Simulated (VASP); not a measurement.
# A VASP study of CoNiP (PBEsol + U): structure first, properties next, part 3 of 8

Aim: relax CoNiP, then compute properties on the relaxed cell. The start is a computed cell from the Materials Project.

VASP 6.6.1; PBEsol, DFT+U (Co d 3 eV, Ni d 5 eV), spin-polarised from a ferromagnetic start; plane waves and PAW (Co, Ni, P).

Still holding for the runs below: A U on the itinerant d states of such a compound is hard to justify; it moves the bands at the Fermi level.

So far. Step 2 (Full relaxation (PBEsol + U)): It ends with a largest force of 0.009 eV/Å and a pressure of 0.06 GPa. The relaxed cell has a = 5.665, c = 3.209 Å (conventional setting).

### Step 3. Second relaxation

The basis stayed that of the start cell while the cell moved. A rerun from the cell reached resets it; the error of the finite cutoff stays.

File INCAR:

```
SYSTEM = CoNiP
PREC = Accurate
ENCUT = 400
EDIFF = 1E-06
NELM = 100
ISMEAR = 0
SIGMA = 0.05
LREAL = .FALSE.
ALGO = Normal
GGA = PS
NBANDS = 55
ISPIN = 2
MAGMOM = 2 2 2 1 1 1 0 0 0
LDAU = .TRUE.
LDAUTYPE = 2
LDAUL = 2 2 -1
LDAUU = 3 5 0
LDAUJ = 0 0 0
LDAUPRINT = 1
LASPH = .TRUE.
LMAXMIX = 4
LORBIT = 11
LWAVE = .FALSE.
LCHARG = .FALSE.
KPAR = 8
IBRION = 2
NSW = 60
ISIF = 3
EDIFFG = -0.01
```

File POSCAR:

```
CoNiP
1.0
    5.6652045192      0.0000000000      0.0000000000
   -2.8326022596      4.9062110312      0.0000000000
    0.0000000000      0.0000000000      3.2089424193
Co Ni P
3 3 3
Direct
    0.0000000000      0.7383359233      0.0000000000
    0.2616640767      0.2616640767      0.0000000000
    0.7383359233      0.0000000000      0.0000000000
    0.0000000000      0.3959050484      0.5000000000
    0.6040949516      0.6040949516      0.5000000000
    0.3959050484      0.0000000000      0.5000000000
    0.3333333300      0.6666666700      0.0000000000
    0.6666666700      0.3333333300      0.0000000000
    0.0000000000      0.0000000000      0.5000000000
```

File KPOINTS:

```
Automatic mesh
0
Gamma
5 5 7
0 0 0
```

Potentials, in the order of the species: Co, Ni and P (PBE family, release 64).

Started as:

```bash
> mpirun -np 8 vasp_std
```

What it wrote:

```text
[banner, memory and clock lines left out]
running    8 mpi-ranks, on    1 nodes
 distrk:  each k-point on    1 cores,    8 groups
 distr:  one band on    1 cores,    1 groups

 POSCAR found type information on POSCAR CoNiP
 POSCAR found :  3 types and       9 ions
 [... a notice as in an earlier step ...]

 [... a notice as in an earlier step ...]

 LDA part: xc-table for (Slater+PW92), standard interpolation
 POSCAR, INCAR and KPOINTS ok, starting setup
 FFT: planning ... GRIDC
 FFT: planning ... GRID_SOFT
 FFT: planning ... GRID
 WAVECAR not read
 entering main loop
       N       E                     dE             d eps       ncg     rms          rms(c)
DAV:   1     0.534300280724E+03    0.53430E+03   -0.24870E+04  4400   0.142E+03
DAV:   2     0.100823849687E+02   -0.52422E+03   -0.48801E+03  4407   0.337E+02
DAV:   3    -0.494717161575E+02   -0.59554E+02   -0.56126E+02  4752   0.134E+02
DAV:   4    -0.515902839393E+02   -0.21186E+01   -0.21035E+01  5080   0.258E+01
DAV:   5    -0.516450032611E+02   -0.54719E-01   -0.54697E-01  5308   0.361E+00    0.378E+01
DAV:   6    -0.547764604556E+02   -0.31315E+01   -0.43985E+01  5235   0.100E+02    0.274E+01
DAV:   7    -0.519046588670E+02    0.28718E+01   -0.33549E+01  5164   0.141E+02    0.235E+01
DAV:   8    -0.484946423580E+02    0.34100E+01   -0.10428E+01  5345   0.697E+01    0.761E+00
DAV:   9    -0.486037833283E+02   -0.10914E+00   -0.23451E+00  5668   0.192E+01    0.368E+00
DAV:  10    -0.486257389556E+02   -0.21956E-01   -0.59818E-01  5092   0.896E+00    0.180E+00
DAV:  11    -0.486348764913E+02   -0.91375E-02   -0.63220E-02  5151   0.336E+00    0.108E+00
DAV:  12    -0.486422791633E+02   -0.74027E-02   -0.17761E-02  5449   0.116E+00    0.433E-01
DAV:  13    -0.486431524449E+02   -0.87328E-03   -0.36165E-03  5100   0.489E-01    0.227E-01
DAV:  14    -0.486432382165E+02   -0.85772E-04   -0.51440E-04  5532   0.279E-01    0.854E-02
DAV:  15    -0.486432815464E+02   -0.43330E-04   -0.16362E-04  5374   0.933E-02    0.219E-02
DAV:  16    -0.486432865141E+02   -0.49678E-05   -0.33966E-05  5070   0.635E-02    0.122E-02
DAV:  17    -0.486432877359E+02   -0.12218E-05   -0.47852E-06  4285   0.196E-02    0.603E-03
DAV:  18    -0.486432882649E+02   -0.52899E-06   -0.84594E-07  2796   0.822E-03
   1 F= -.48643288E+02 E0= -.48641592E+02  d E =-.486433E+02  mag=     0.0000
 curvature:   0.00 expect dE= 0.000E+00 dE for cont linesearch  0.000E+00
 trial: gam= 0.00000 g(F)=  0.155E-04 g(S)=  0.215E-03 ort = 0.000E+00 (trialstep = 0.100E+01)
 search vector abs. value=  0.231E-03
 bond charge predicted
       N       E                     dE             d eps       ncg     rms          rms(c)
DAV:   1    -0.486455020110E+02   -0.22143E-02   -0.31952E-02  4997   0.168E+00    0.442E-01
DAV:   2    -0.486449302543E+02    0.57176E-03   -0.17081E-02  5034   0.194E+00    0.301E-01
DAV:   3    -0.486438080765E+02    0.11222E-02   -0.58342E-03  5022   0.160E+00    0.222E-01
DAV:   4    -0.486433905716E+02    0.41750E-03   -0.13599E-03  5214   0.821E-01    0.866E-02
DAV:   5    -0.486433351732E+02    0.55398E-04   -0.34240E-04  5455   0.153E-01    0.369E-02
DAV:   6    -0.486433190417E+02    0.16132E-04   -0.34605E-05  5527   0.763E-02    0.141E-02
DAV:   7    -0.486433196001E+02   -0.55846E-06   -0.80124E-06  4820   0.200E-02
   2 F= -.48643320E+02 E0= -.48641643E+02  d E =-.313352E-04  mag=    -0.0000
 trial-energy change:   -0.000031  1 .order   -0.000120   -0.000231   -0.000008
 step:   1.0370(harm=  1.0370)  dis= 0.00046  next Energy=   -48.643408 (dE=-0.120E-03)
 reached required accuracy - stopping structural energy minimisation
```

It took 58 s on 8 MPI ranks of Intel Xeon Platinum 8259CL at 2.50GHz (Skylake/Cascade Lake), shared host; peak memory 2.5 GiB.

OUTCAR, selected parts (step 3):

```text
  LATTYP: Found a hexagonal cell.
 ALAT       =     5.6652045192
 C/A-ratio  =     0.5664301101

The static configuration has the point symmetry D_3h.

 Found     20 irreducible k-points:

   ENCUT  =  400.0 eV  29.40 Ry    5.42 a.u.   9.24  9.24  5.23*2*pi/ulx,y,z

   NELECT =      72.0000    total number of electrons

atom =   1  type =  1  l = 2

 onsite density matrix

spin component  1

  0.8050 -0.0000  0.0165  0.0000  0.0564
 -0.0000  0.7664  0.0000  0.0073 -0.0000
  0.0165  0.0000  0.8297  0.0000  0.0096
  0.0000  0.0073  0.0000  0.7747 -0.0000
  0.0564 -0.0000  0.0096 -0.0000  0.7398

spin component  2

 occupancies and eigenvectors

  o =  0.7073  v = -0.5000  0.0000  0.0000 -0.0000  0.8660  0.0000  0.0000  0.0000  0.0000  0.0000      0.0000  0.0000  0.0000  0.0000  0.0000  0.0000  0.0000  0.0000  0.0000  0.0000
  o =  0.7073  v =  0.0000  0.0000  0.0000  0.0000  0.0000 -0.5000  0.0000  0.0000 -0.0000  0.8660      0.0000  0.0000  0.0000  0.0000  0.0000  0.0000  0.0000  0.0000  0.0000  0.0000
  o =  0.7622  v =  0.0000  0.8660 -0.0000 -0.5000 -0.0000  0.0000  0.0000  0.0000  0.0000  0.0000      0.0000  0.0000  0.0000  0.0000  0.0000  0.0000  0.0000  0.0000  0.0000  0.0000
  o =  0.7622  v =  0.0000  0.0000  0.0000  0.0000  0.0000  0.0000  0.8660  0.0000 -0.5000 -0.0000      0.0000  0.0000  0.0000  0.0000  0.0000  0.0000  0.0000  0.0000  0.0000  0.0000
  o =  0.7789  v =  0.0000  0.5000 -0.0000  0.8660 -0.0000  0.0000  0.0000  0.0000  0.0000  0.0000      0.0000  0.0000  0.0000  0.0000  0.0000  0.0000  0.0000  0.0000  0.0000  0.0000
  o =  0.7789  v =  0.0000  0.0000  0.0000  0.0000  0.0000  0.0000  0.5000  0.0000  0.8660 -0.0000      0.0000  0.0000  0.0000  0.0000  0.0000  0.0000  0.0000  0.0000  0.0000  0.0000
  o =  0.8141  v =  0.5479 -0.0000 -0.7744 -0.0000  0.3163  0.0000  0.0000  0.0000  0.0000  0.0000      0.0000  0.0000  0.0000  0.0000  0.0000  0.0000  0.0000  0.0000  0.0000  0.0000
  o =  0.8141  v =  0.0000  0.0000  0.0000  0.0000  0.0000  0.5479  0.0000 -0.7744  0.0000  0.3163      0.0000  0.0000  0.0000  0.0000  0.0000  0.0000  0.0000  0.0000  0.0000  0.0000
  o =  0.8531  v =  0.6707 -0.0000  0.6327 -0.0000  0.3872  0.0000  0.0000  0.0000  0.0000  0.0000      0.0000  0.0000  0.0000  0.0000  0.0000  0.0000  0.0000  0.0000  0.0000  0.0000
  o =  0.8531  v =  0.0000  0.0000  0.0000  0.0000  0.0000  0.6707 -0.0000  0.6327 -0.0000  0.3872      0.0000  0.0000  0.0000  0.0000  0.0000  0.0000  0.0000  0.0000  0.0000  0.0000

atom =   2  type =  1  l = 2

 onsite density matrix

spin component  1

  0.8050 -0.0000 -0.0165 -0.0000 -0.0564
 -0.0000  0.7664  0.0000 -0.0073  0.0000
 -0.0165  0.0000  0.8297 -0.0000  0.0096
 -0.0000 -0.0073 -0.0000  0.7747  0.0000
 -0.0564  0.0000  0.0096  0.0000  0.7398

spin component  2

 occupancies and eigenvectors

  o =  0.7073  v = -0.5000 -0.0000 -0.0000 -0.0000 -0.8660  0.0000  0.0000  0.0000  0.0000  0.0000      0.0000  0.0000  0.0000  0.0000  0.0000  0.0000  0.0000  0.0000  0.0000  0.0000
  o =  0.7073  v =  0.0000  0.0000  0.0000  0.0000  0.0000 -0.5000 -0.0000 -0.0000 -0.0000 -0.8660      0.0000  0.0000  0.0000  0.0000  0.0000  0.0000  0.0000  0.0000  0.0000  0.0000
  o =  0.7622  v =  0.0000 -0.8660  0.0000 -0.5000  0.0000  0.0000  0.0000  0.0000  0.0000  0.0000      0.0000  0.0000  0.0000  0.0000  0.0000  0.0000  0.0000  0.0000  0.0000  0.0000
  o =  0.7622  v =  0.0000  0.0000  0.0000  0.0000  0.0000  0.0000 -0.8660  0.0000 -0.5000  0.0000      0.0000  0.0000  0.0000  0.0000  0.0000  0.0000  0.0000  0.0000  0.0000  0.0000
  o =  0.7789  v =  0.0000 -0.5000  0.0000  0.8660  0.0000  0.0000  0.0000  0.0000  0.0000  0.0000      0.0000  0.0000  0.0000  0.0000  0.0000  0.0000  0.0000  0.0000  0.0000  0.0000
  o =  0.7789  v =  0.0000  0.0000  0.0000  0.0000  0.0000  0.0000 -0.5000  0.0000  0.8660  0.0000      0.0000  0.0000  0.0000  0.0000  0.0000  0.0000  0.0000  0.0000  0.0000  0.0000
  o =  0.8141  v = -0.5479 -0.0000 -0.7744 -0.0000  0.3163  0.0000  0.0000  0.0000  0.0000  0.0000      0.0000  0.0000  0.0000  0.0000  0.0000  0.0000  0.0000  0.0000  0.0000  0.0000
  o =  0.8141  v =  0.0000  0.0000  0.0000  0.0000  0.0000 -0.5479 -0.0000 -0.7744  0.0000  0.3163      0.0000  0.0000  0.0000  0.0000  0.0000  0.0000  0.0000  0.0000  0.0000  0.0000
  o =  0.8531  v =  0.6707  0.0000 -0.6327 -0.0000 -0.3872  0.0000  0.0000  0.0000  0.0000  0.0000      0.0000  0.0000  0.0000  0.0000  0.0000  0.0000  0.0000  0.0000  0.0000  0.0000
  o =  0.8531  v =  0.0000  0.0000  0.0000  0.0000  0.0000  0.6707  0.0000 -0.6327 -0.0000 -0.3872      0.0000  0.0000  0.0000  0.0000  0.0000  0.0000  0.0000  0.0000  0.0000  0.0000

atom =   3  type =  1  l = 2

 onsite density matrix

spin component  1

  0.7073 -0.0000 -0.0000 -0.0000  0.0000
 -0.0000  0.7789 -0.0000 -0.0000  0.0000
 -0.0000 -0.0000  0.8297  0.0000 -0.0191
 -0.0000 -0.0000  0.0000  0.7622 -0.0000
  0.0000  0.0000 -0.0191 -0.0000  0.8375

spin component  2

  0.7073 -0.0000 -0.0000 -0.0000 -0.0000
 -0.0000  0.7789 -0.0000  0.0000  0.0000
 -0.0000 -0.0000  0.8297  0.0000 -0.0191
 -0.0000  0.0000  0.0000  0.7622 -0.0000
 -0.0000  0.0000 -0.0191 -0.0000  0.8375

 occupancies and eigenvectors

[...]
o =  0.8379  v =  0.0000  0.0000  0.0000  0.0000  0.0000  0.0000 -1.0000  0.0000  0.0000  0.0000      0.0000  0.0000  0.0000  0.0000  0.0000  0.0000  0.0000  0.0000  0.0000  0.0000
  o =  0.8379  v =  0.0000 -1.0000  0.0000 -0.0000  0.0000  0.0000  0.0000  0.0000  0.0000  0.0000      0.0000  0.0000  0.0000  0.0000  0.0000  0.0000  0.0000  0.0000  0.0000  0.0000
  o =  0.8950  v =  0.0000 -0.0000 -0.2251 -0.0000  0.9743  0.0000  0.0000  0.0000  0.0000  0.0000      0.0000  0.0000  0.0000  0.0000  0.0000  0.0000  0.0000  0.0000  0.0000  0.0000
  o =  0.8950  v =  0.0000  0.0000  0.0000  0.0000  0.0000  0.0000  0.0000 -0.2251 -0.0000  0.9743      0.0000  0.0000  0.0000  0.0000  0.0000  0.0000  0.0000  0.0000  0.0000  0.0000
  o =  0.9094  v =  1.0000  0.0000  0.0000  0.0000  0.0000  0.0000  0.0000  0.0000  0.0000  0.0000      0.0000  0.0000  0.0000  0.0000  0.0000  0.0000  0.0000  0.0000  0.0000  0.0000
  o =  0.9094  v =  0.0000  0.0000  0.0000  0.0000  0.0000  1.0000  0.0000  0.0000  0.0000  0.0000      0.0000  0.0000  0.0000  0.0000  0.0000  0.0000  0.0000  0.0000  0.0000  0.0000
  o =  0.9468  v =  0.0000  0.0000  0.9743  0.0000  0.2251  0.0000  0.0000  0.0000  0.0000  0.0000      0.0000  0.0000  0.0000  0.0000  0.0000  0.0000  0.0000  0.0000  0.0000  0.0000
  o =  0.9468  v =  0.0000  0.0000  0.0000  0.0000  0.0000  0.0000  0.0000  0.9743  0.0000  0.2251      0.0000  0.0000  0.0000  0.0000  0.0000  0.0000  0.0000  0.0000  0.0000  0.0000

 E-fermi :  11.8817

 spin component 1
 k-point     1 :       0.0000    0.0000    0.0000
  band No.  band energies     occupation
    ...
     34      11.2168      1.00000
     35      11.2496      1.00000
     36      11.2496      1.00000
     37      11.4481      1.00000
     38      11.7396      0.99997
     39      15.8977      0.00000
     40      15.9568      0.00000
     41      15.9568      0.00000
     42      16.4088      0.00000
     43      17.4522      0.00000
    ...

 k-point     2 :       0.2000   -0.0000    0.0000
  band No.  band energies     occupation
    ...
     32      10.9099      1.00000
     33      10.9352      1.00000
     34      11.2297      1.00000
     35      11.2320      1.00000
     36      11.4567      1.00000
     37      12.1239      0.00000
     38      12.2031      0.00000
     39      15.0337      0.00000
     40      15.3810      0.00000
     41      15.6331      0.00000
    ...

 k-point     3 :       0.4000    0.0000    0.0000
  band No.  band energies     occupation
    ...
     32      10.9913      1.00000
     33      11.1755      1.00000
     34      11.2396      1.00000
     35      11.3958      1.00000
     36      11.4040      1.00000
     37      12.7953      0.00000
     38      13.4438      0.00000
     39      14.0015      0.00000
     40      14.2843      0.00000
     41      14.7500      0.00000
    ...

 k-point     4 :       0.2000    0.2000    0.0000
  band No.  band energies     occupation
    ...
     32      10.7801      1.00000
     33      11.1346      1.00000
     34      11.2267      1.00000
     35      11.3346      1.00000
     36      11.4356      1.00000
     37      12.6827      0.00000
     38      13.0971      0.00000
     39      14.1176      0.00000
     40      14.8200      0.00000
     41      15.2006      0.00000
    ...

  Total        0.0542398      0.0542398     -0.0416198      0.0000000     -0.0000000     -0.0000000
  in kB        0.9758297      0.9758297     -0.7487828      0.0000000     -0.0000000     -0.0000000
  external PRESSURE =       0.4009589 kB  Pullay stress =       0.0000000 kB

  energy-cutoff  :      400.00
  volume of cell :       89.05
      direct lattice vectors                 reciprocal lattice vectors
     5.663692526  0.000000000  0.000000000     0.176563257  0.101938844  0.000000000
    -2.831846263  4.904901607 -0.000000000     0.000000000  0.203877688  0.000000000
     0.000000000  0.000000000  3.205714894     0.000000000  0.000000000  0.311942900

 POSITION                                       TOTAL-FORCE (eV/Angst)
 -----------------------------------------------------------------------------------
     -2.09108      3.62185      3.20571         0.001637     -0.002835      0.000000
      0.74077      1.28305      3.20571         0.001637      0.002835     -0.000000
      4.18215      0.00000      3.20571        -0.003274     -0.000000      0.000000
     -1.12103      1.94168      1.60286        -0.000217      0.000377     -0.000000
      1.71082      2.96322      1.60286        -0.000217     -0.000377      0.000000
     -0.58979      4.90490      1.60286         0.000435     -0.000000      0.000000
     -0.00000      3.26993      3.20571         0.000000     -0.000000      0.000000
      2.83185      1.63497      3.20571         0.000000     -0.000000      0.000000
      5.66369      0.00000      1.60286         0.000000     -0.000000      0.000000
 -----------------------------------------------------------------------------------
    total drift:                               -0.000007     -0.000012      0.000000

  FREE ENERGIE OF THE ION-ELECTRON SYSTEM (eV)
  ---------------------------------------------------
  free  energy   TOTEN  =       -48.6433196001 eV

  energy  without entropy=      -48.6399671766  energy(sigma->0) =      -48.64164339

 total charge
# of ion       s       p       d       tot
------------------------------------------
    1        0.474   0.700   7.786   8.960
    2        0.474   0.700   7.786   8.960
    3        0.474   0.700   7.786   8.960
    4        0.429   0.578   8.768   9.775
    5        0.429   0.578   8.768   9.775
    6        0.429   0.578   8.768   9.775
    7        1.000   1.456   0.000   2.455
    8        1.000   1.456   0.000   2.455
    9        0.985   1.511   0.000   2.496
--------------------------------------------------
tot          5.695   8.256  49.661  63.612

 magnetization (x)
# of ion       s       p       d       tot
------------------------------------------
    1        0.000  -0.000  -0.000  -0.000
    2        0.000  -0.000  -0.000  -0.000
    3        0.000  -0.000  -0.000  -0.000
    4       -0.000  -0.000  -0.000  -0.000
    5       -0.000  -0.000  -0.000  -0.000
    6       -0.000  -0.000  -0.000  -0.000
    7        0.000   0.000   0.000   0.000
    8        0.000   0.000   0.000   0.000
    9       -0.000   0.000   0.000   0.000
--------------------------------------------------
tot          0.000   0.000  -0.000  -0.000

[... 4 parts as in an earlier step ...]

[... 6 further parts left out ...]
```

CONTCAR:

```
CoNiP
   1.00000000000000
     5.6636925258889574    0.0000000000000000    0.0000000000000000
    -2.8318462629444787    4.9049016065823352   -0.0000000000000000
     0.0000000000000000    0.0000000000000000    3.2057148944593612
  Co              Ni              P
     3     3     3
Direct
     0.0000000000000000    0.7384148471288544    1.0000000000000000
     0.2615851528711456    0.2615851528711456    1.0000000000000000
     0.7384148471288544    0.0000000000000000    1.0000000000000000
     0.0000000000000000    0.3958656233608104    0.5000000000000000
     0.6041343766391896    0.6041343766391896    0.5000000000000000
     0.3958656233608104    1.0000000000000000    0.5000000000000000
     0.3333333300000021    0.6666666699999979    1.0000000000000000
     0.6666666699999979    0.3333333300000021    1.0000000000000000
     1.0000000000000000    0.0000000000000000    0.5000000000000000
```

Relaxation path:

```tsv
step	energy less that of the first step (eV)	largest force (eV/Å)	pressure (GPa)	volume (Å³)
1	0.0000	0.0093	-0.17	89.19
2	0.0000	0.0033	0.04	89.05
```

```tsv
conventional cell, symmetrised	before	after	change
a (Å)	5.665	5.664	-0.0 %
b (Å)	5.665	5.664	-0.0 %
c (Å)	3.209	3.206	-0.1 %
volume (Å³/atom)	9.91	9.89	-0.2 %
```

Final coordinates:

```
Co Ni P
1.0
     5.66369    0.00000    0.00000
    -2.83185    4.90490    0.00000
     0.00000    0.00000    3.20571
Co Ni P
3 3 3
Direct
  0.00000 0.73841 0.00000
  0.26159 0.26159 0.00000
  0.73841 0.00000 0.00000
  0.00000 0.39587 0.50000
  0.60413 0.60413 0.50000
  0.39587 0.00000 0.50000
  0.33333 0.66667 0.00000
  0.66667 0.33333 0.00000
  0.00000 0.00000 0.50000
```

This step gave:

- free energy (TOTEN): -48.64 eV
- energy at zero smearing: -48.64 eV
- Fermi energy: 11.88 eV
- pressure: 0.04010 GPa
- SCF cycles over all ionic steps: 25

It ends with a largest force of 0.003 eV/Å and a pressure of 0.04 GPa.

[end of part 3 of 8]

[Lines on the potential files, build, host, timing and source positions are cut from VASP's logs without a mark.]

[Logs are printed without paths, hosts, clocks, repeated set-up lines and the standing remarks that a program may print on its own settings, such as how far it seeks lower states.]

[Hosts, paths, dates, database ids (printed as entryN), source tags and the programs' standing remarks are cut or masked in the printed files.]

[A measured line is paired with the nearest computed mode of its activity, which favours agreement.]
